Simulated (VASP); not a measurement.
Output of a VASP run:

### OUTCAR
```
 ion  position               nearest neighbor table
   1  0.000  0.000  0.000-   2 2.78   3 2.78   3 2.78   2 2.78   2 2.78   3 2.78
   2  0.667  0.333  0.746-   1 2.78   1 2.78   1 2.78
   3  0.333  0.667  0.254-   1 2.78   1 2.78   1 2.78
  LATTYP: Found a hexagonal cell.
 ALAT       =     3.8199126528
 C/A-ratio  =     1.7460867747
 Subroutine PRICEL returns:
 Original cell was already a primitive cell.
 Subroutine GETGRP returns: Found 12 space group operations
The static configuration has the point symmetry D_3d.
The dynamic configuration has the point symmetry D_3d.
 Subroutine INISYM returns: Found 12 space group operations
 Subroutine IBZKPT returns following result:
 Found     35 irreducible k-points:

 Following reciprocal coordinates:
            Coordinates               Weight
  0.000000  0.000000  0.000000      1.000000
  0.125000 -0.000000  0.000000      6.000000
  0.250000 -0.000000  0.000000      6.000000
  0.375000 -0.000000  0.000000      6.000000
  0.500000 -0.000000  0.000000      3.000000
  0.125000  0.125000  0.000000      6.000000
  0.250000  0.125000  0.000000     12.000000
  0.375000  0.125000  0.000000     12.000000
  0.250000  0.250000  0.000000      6.000000
  0.375000  0.250000  0.000000      6.000000
  0.000000  0.000000  0.250000      2.000000
  0.125000 -0.000000  0.250000      6.000000
  0.000000  0.125000  0.250000      6.000000
  0.250000 -0.000000  0.250000      6.000000
  0.000000  0.250000  0.250000      6.000000
  0.375000 -0.000000  0.250000      6.000000
  0.000000  0.375000  0.250000      6.000000
  0.500000 -0.000000  0.250000      6.000000
  0.125000  0.125000  0.250000     12.000000
  0.250000  0.125000  0.250000     12.000000
 -0.125000  0.375000  0.250000     12.000000
  0.375000  0.125000  0.250000     12.000000
 -0.125000  0.500000  0.250000     12.000000
  0.250000  0.250000  0.250000     12.000000
  0.375000  0.250000  0.250000     12.000000
  0.000000  0.000000  0.500000      1.000000
  0.125000 -0.000000  0.500000      6.000000
  0.250000 -0.000000  0.500000      6.000000
  0.375000 -0.000000  0.500000      6.000000
  0.500000 -0.000000  0.500000      3.000000
  0.125000  0.125000  0.500000      6.000000
  0.250000  0.125000  0.500000     12.000000
  0.375000  0.125000  0.500000     12.000000
  0.250000  0.250000  0.500000      6.000000
  0.375000  0.250000  0.500000      6.000000
   k-points           NKPTS =     35   k-points in BZ     NKDIM =     35   number of bands    NBANDS=     16
   number of dos      NEDOS =    301   number of ions     NIONS =      3
   total plane-waves  NPLWV =  37632
   dimension x,y,z NGX =    28 NGY =   28 NGZ =   48
   dimension x,y,z NGXF=    56 NGYF=   56 NGZF=   96
   ions per type =               1   2
   PREC   = accura    normal or accurate (medium, high low for compatibility)
   ISTART =      0    job   : 0-new  1-cont  2-samecut
   ICHARG =      2    charge: 1-file 2-atom 10-const
   ISPIN  =      1    spin polarized calculation?
   LNONCOLLINEAR =      F non collinear calculations
   LSORBIT =      F    spin-orbit coupling
   INIWAV =      1    electr: 0-lowe 1-rand  2-diag
   ENCUT  =  400.0 eV  29.40 Ry    5.42 a.u.   6.23  6.23 10.88*2*pi/ulx,y,z
   NELM   =    100;   NELMIN=  2; NELMDL= -5     # of ELM steps
   EDIFF  = 0.1E-05   stopping-criterion for ELM
   LREAL  =      F    real-space projection
   NLSPLINE    = F    spline interpolate recip. space projectors
   LMAXMIX     =    4 max onsite mixed and CHGCAR
   VOSKOWN=      0    Vosko Wilk Nusair interpolation
   EDIFFG = -.2E-01   stopping-criterion for IOM
   NSW    =     60    number of steps for IOM
   NBLOCK =      1;   KBLOCK =     60    inner block; outer block
   IBRION =      2    ionic relax: 0-MD 1-quasi-New 2-CG
   NFREE  =      1    steps in history (QN), initial steepest desc. (CG)
   ISIF   =      3    stress and relaxation
   ISYM   =      2    0-nonsym 1-usesym 2-fastsym
...
```

OSZICAR:
```
...
DAV:  11    -0.662856101108E+02   -0.10185E-05   -0.12061E-06   648   0.130E-02    0.139E-03
DAV:  12    -0.662856092383E+02    0.87249E-06   -0.58382E-07   560   0.897E-03
   2 F= -.66285609E+02 E0= -.66285559E+02  d E =-.459752E-03
       N       E                     dE             d eps       ncg     rms          rms(c)
DAV:   1    -0.662892655194E+02   -0.36554E-02   -0.78020E-02  1360   0.349E+00    0.506E-01
DAV:   2    -0.662893815595E+02   -0.11604E-03   -0.76785E-02  1472   0.218E+00    0.377E-01
DAV:   3    -0.662861604384E+02    0.32211E-02   -0.30458E-02  1496   0.107E+00    0.125E-01
DAV:   4    -0.662860791205E+02    0.81318E-04   -0.11512E-03  1312   0.284E-01    0.325E-02
DAV:   5    -0.662860786308E+02    0.48970E-06   -0.16429E-04  1616   0.101E-01    0.293E-02
DAV:   6    -0.662860892493E+02   -0.10618E-04   -0.62315E-05  1552   0.624E-02    0.110E-02
DAV:   7    -0.662860856472E+02    0.36021E-05   -0.21895E-05  1424   0.467E-02    0.811E-03
DAV:   8    -0.662860888549E+02   -0.32077E-05   -0.22951E-05  1184   0.436E-02    0.360E-03
DAV:   9    -0.662860891120E+02   -0.25708E-06   -0.37404E-06  1232   0.207E-02
   3 F= -.66286089E+02 E0= -.66286041E+02  d E =-.939625E-03
       N       E                     dE             d eps       ncg     rms          rms(c)
DAV:   1    -0.662867246245E+02   -0.63577E-03   -0.15760E-02  1280   0.155E+00    0.189E-01
DAV:   2    -0.662866413053E+02    0.83319E-04   -0.94933E-03  1368   0.831E-01    0.130E-01
DAV:   3    -0.662862833083E+02    0.35800E-03   -0.36431E-03  1424   0.363E-01    0.522E-02
DAV:   4    -0.662862541781E+02    0.29130E-04   -0.28648E-04  1416   0.141E-01    0.181E-02
DAV:   5    -0.662862504174E+02    0.37607E-05   -0.27586E-05  1392   0.410E-02    0.155E-02
DAV:   6    -0.662862509870E+02   -0.56958E-06   -0.24359E-05  1192   0.419E-02    0.515E-03
DAV:   7    -0.662862487979E+02    0.21891E-05   -0.10822E-05  1152   0.331E-02    0.396E-03
DAV:   8    -0.662862502929E+02   -0.14950E-05   -0.68906E-07   616   0.913E-03    0.283E-03
DAV:   9    -0.662862480408E+02    0.22521E-05   -0.43997E-07   584   0.763E-03    0.145E-03
DAV:  10    -0.662862505204E+02   -0.24796E-05   -0.71075E-07   592   0.995E-03    0.555E-04
DAV:  11    -0.662862501579E+02    0.36256E-06   -0.14861E-07   576   0.348E-03
   4 F= -.66286250E+02 E0= -.66286191E+02  d E =-.161046E-03
       N       E                     dE             d eps       ncg     rms          rms(c)
DAV:   1    -0.662871556938E+02   -0.90517E-03   -0.27409E-02  1264   0.204E+00    0.250E-01
DAV:   2    -0.662870134767E+02    0.14222E-03   -0.16689E-02  1368   0.110E+00    0.173E-01
DAV:   3    -0.662863824901E+02    0.63099E-03   -0.63808E-03  1424   0.481E-01    0.693E-02
DAV:   4    -0.662863286984E+02    0.53792E-04   -0.50601E-04  1416   0.187E-01    0.240E-02
DAV:   5    -0.662863251578E+02    0.35406E-05   -0.48627E-05  1400   0.540E-02    0.207E-02
DAV:   6    -0.662863258695E+02   -0.71168E-06   -0.40796E-05  1192   0.541E-02    0.694E-03
DAV:   7    -0.662863245529E+02    0.13166E-05   -0.17838E-05  1184   0.421E-02    0.509E-03
DAV:   8    -0.662863266747E+02   -0.21218E-05   -0.11951E-06   752   0.117E-02    0.376E-03
DAV:   9    -0.662863231579E+02    0.35168E-05   -0.93933E-07   664   0.111E-02    0.192E-03
DAV:  10    -0.662863269040E+02   -0.37461E-05   -0.14415E-06   800   0.139E-02    0.905E-04
DAV:  11    -0.662863264801E+02    0.42395E-06   -0.24353E-07   576   0.458E-03
   5 F= -.66286326E+02 E0= -.66286255E+02  d E =-.237368E-03
```

### OUTCAR
```
------------------------ aborting loop because EDIFF is reached ----------------------------------------
  FORCE on cell =-STRESS in cart. coord.  units (eV):
  Direction    XX          YY          ZZ          XY          YZ          ZX
  --------------------------------------------------------------------------------------
  Total       -0.0187743     -0.0187743      0.0525900     -0.0000000      0.0000000     -0.0000000
  in kB       -0.3575089     -0.3575089      1.0014422     -0.0000000      0.0000000     -0.0000000
  external PRESSURE =       0.0954748 kB  Pullay stress =       0.0000000 kB
  volume of cell :       84.14
      direct lattice vectors                 reciprocal lattice vectors
     3.822261366  0.000000000  0.000000000     0.261625228  0.151049396 -0.000000000
    -1.911130683  3.310175434 -0.000000000    -0.000000000  0.302098792 -0.000000000
     0.000000000  0.000000000  6.649918466    -0.000000000  0.000000000  0.150377784
 POSITION                                       TOTAL-FORCE (eV/Angst)
 -----------------------------------------------------------------------------------
      0.00000      0.00000      0.00000        -0.000000     -0.000000      0.000000
      1.91113      1.10339      4.96807        -0.000000      0.000000      0.011110
     -0.00000      2.20678      1.68185         0.000000     -0.000000     -0.011110
 -----------------------------------------------------------------------------------
    total drift:                               -0.000000     -0.000000      0.000000
  FREE ENERGIE OF THE ION-ELECTRON SYSTEM (eV)
  ---------------------------------------------------
  free  energy   TOTEN  =       -66.2863264801 eV

  energy  without entropy=      -66.2861130622  energy(sigma->0) =      -66.28625534

 reached required accuracy - stopping structural energy minimisation
```
(Selected blocks of OUTCAR.)

File POSCAR:
```
TiTe2
1
    3.8199126528    -0.0000000000    -0.0000000000
   -1.9099563263     3.3081413883     0.0000000000
   -0.0000000000     0.0000000000     6.6698989634
Ti Te
1 2
Direct
  0.0000000000   0.0000000000   1.0000000000
  0.6666670000   0.3333330000   0.7460091257
  0.3333330000   0.6666670000   0.2539908743
```

Question: Write an INCAR and KPOINTS that could have produced this output.

Answer: This is not unique; one that fits is the input of the run itself, r2SCAN meta-GGA, plane waves, VASP's PBE PAW potentials (set 64).

INCAR:
```
# general
SYSTEM  = TiTe2
PREC    = Accurate
ENCUT   = 400
LREAL   = .FALSE.
LASPH   = .TRUE.

# electronic loop
EDIFF   = 1E-6
NELM    = 100
ALGO    = Normal
LMAXMIX = 4
LMIXTAU = .TRUE.

# smearing
ISMEAR  = 1
SIGMA   = 0.1

# functional
METAGGA = R2SCAN

# ions
IBRION  = 2
NSW     = 60
ISIF    = 3
EDIFFG  = -0.02

# output
LWAVE   = .FALSE.
LCHARG  = .FALSE.
```

### KPOINTS
```
K-points
0
Gamma
8 8 4
```

POTCAR, in this order: Ti_sv Te (PBE.64 set). Program: vasp_std.

The structure comes from a computed database's TiTe2 entry (P-3m1); how it stands against other phases isn't given here. This run relaxes it. Symmetry was kept, so distortions that lower it aren't found. The start is the result of an earlier pass.
